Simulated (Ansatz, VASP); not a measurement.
**WO in VASP and in Ansatz**

```xyz
2
Lattice="0.0000 2.3467 2.3467 2.3467 0.0000 2.3467 2.3467 2.3467 0.0000" Properties=species:S:1:pos:R:3 pbc="T T T"
W     0.0000    0.0000    0.0000
O     1.1734    1.1734    1.1734
```

Alike in both runs: task single point; functional PBE; k mesh 10 × 10 × 10; occupations gaussian, width 0.02 eV; collinear spin; Hubbard terms W d U = 6.2 eV.

```csv
,VASP,Ansatz
version,VASP 6.6.1,Ansatz 0.2.0
potentials or method,"VASP PAW PBE potentials, release 64 (W_sv, O)","scalar-relativistic, plane waves, PAW"
plane-wave cutoff (eV),520,420
valence electrons in the cell,20,20
```

|  | VASP | Ansatz | Ansatz less VASP |
| --- | --- | --- | --- |
| gap on the k mesh at the Fermi level (eV) | 0.46 | 1.01 | +0.556 |
| least direct gap on the mesh (eV) | 1.08 | 1.53 | +0.453 |
| pressure (GPa) | 27.3 | 19.4 | -7.95 |
| net moment per atom (μB) | 1.00 | 1.00 | -0.001 |
| size of the moment on the site where the two differ most (μB) | 1.70 | 0.96 | -0.743 |

Site moments also hang on the region over which each program counts them. The programs project onto different local orbitals, so the same U acts differently.

Caveats: spin-orbit coupling is left out, which moves the levels of the heavy elements. The state reached can hang on the start; a lower one may exist.
